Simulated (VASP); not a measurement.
The input files of a VASP run:

POSCAR:
```
Cu2O
1
    4.3931760517     0.0000000000     0.0000000000
    0.0000000000     4.3931760517     0.0000000000
    0.0000000000     0.0000000000     4.3931760517
Cu O
4 2
Direct
  0.7500000000   0.2500000000   0.7500000000
  0.2500000000   0.7500000000   0.7500000000
  0.7500000000   0.7500000000   0.2500000000
  0.2500000000   0.2500000000   0.2500000000
  0.0000000000   0.0000000000   0.0000000000
  0.5000000000   0.5000000000   0.5000000000
```

File KPOINTS:
```
Automatic mesh
0
Gamma
5 5 5
0 0 0
```

**INCAR**
```
LWAVE = F
GGA = PE   ! PBE
ENCUT = 520
LCHARG = F
ISIF = 2   ! forces and stress, cell fixed
ISMEAR = 0   ! Gaussian
NELM = 100
LREAL = F
PREC = Accurate
ALGO = Normal   ! blocked Davidson
EDIFF = 1E-7
SYSTEM = Cu2O
SIGMA = 0.05   ! width (eV)
LMAXMIX = 4
LASPH = T
```

POTCAR, in this order: Cu O (PBE.64 set). Program: vasp_std.

**Question.** Translate this PBE calculation to Ansatz.

**Answer.** One equivalent input (not run):
Ansatz 0.2 input:
```yaml
crystal:
  lattice:
    - [4.3931761, 0.0000000, 0.0000000]
    - [0.0000000, 4.3931761, 0.0000000]
    - [0.0000000, 0.0000000, 4.3931761]
  atoms:
    - { symbol: Cu, position: [0.7500000, 0.2500000, 0.7500000] }
    - { symbol: Cu, position: [0.2500000, 0.7500000, 0.7500000] }
    - { symbol: Cu, position: [0.7500000, 0.7500000, 0.2500000] }
    - { symbol: Cu, position: [0.2500000, 0.2500000, 0.2500000] }
    - { symbol: O, position: [0.0000000, 0.0000000, 0.0000000] }
    - { symbol: O, position: [0.5000000, 0.5000000, 0.5000000] }
kpoints:
  mp_grid: { grid: [5, 5, 5] }
hamiltonian:
  xc: pbe
  pseudopotentials: { kind: paw }
scf:
  occupations: { method: gaussian, width: 0.05 }
  max_iter: 100
output: { forces: true, stress: true, eigenvalues: true }
```
Limits of the translation: each code has its own PAW files, so the cut-off isn't converted (ENCUT is set for VASP's; basis.ecutwfc is left out, and Ansatz then takes the one that its files recommend); Ansatz stops its SCF on the density residual and VASP on the energy change (EDIFF).

The compound is Cu2O in the cuprite structure. This cell is one point of a volume scan, at 1.06 of the reference volume.
